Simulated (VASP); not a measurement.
A convergence study with VASP on PbI$_{2}$: one setting is varied, all else stays as given below, so the limit is that of these other settings.

```
CELL_PARAMETERS angstrom
      4.58280     0.00000     0.00000
     -2.29140     3.96882     0.00000
      0.00000     0.00000    24.77492
ATOMIC_POSITIONS crystal
  Pb 0.00000 0.00000 0.35843
  Pb 0.00000 0.00000 0.64157
  I  0.33333 0.66667 0.43431
  I  0.66667 0.33333 0.28254
  I  0.33333 0.66667 0.71746
  I  0.66667 0.33333 0.56569
```

Computed with PBE GGA, VASP's PBE PAW potentials (set 64) (plane waves; VASP). The tightest run used: 300 eV cut-off, 16×16×1 Γ-centred mesh, Fermi-Dirac smearing of 0.010 eV, potentials Pb_d I.

The settings run are 2×2×1 mesh; 3×3×1 mesh; 4×4×1 mesh; 5×5×1 mesh; 7×7×1 mesh; 8×8×1 mesh; 10×10×1 mesh; 11×11×1 mesh; 13×13×1 mesh; 16×16×1 mesh. From which on does the energy per atom stay within 0.001 eV/atom of the tightest run?

From 5×5×1 mesh on: it is off by 0.0007 there and by no more than 0.001 in any finer run, while 4×4×1 mesh is off by 0.0019.
```csv
setting,E (eV/atom),irreducible k-points,difference judged (eV/atom)
2×2×1 mesh,-2.7829,2,0.0795
3×3×1 mesh,-2.8593,3,0.0030
4×4×1 mesh,-2.8605,4,0.0019
5×5×1 mesh,-2.8617,5,0.0007
7×7×1 mesh,-2.8623,8,0.0000
8×8×1 mesh,-2.8624,10,0.0000
10×10×1 mesh,-2.8624,14,0.0000
11×11×1 mesh,-2.8623,16,0.0000
13×13×1 mesh,-2.8623,21,0.0000
16×16×1 mesh,-2.8623,30,0.0000
```

Left out are rungs that failed or repeat a setting and relaxations that didn't move; long series are thinned to 24 rows.

The cell is a sheet or thin cut with vacuum, built from a generated structure.
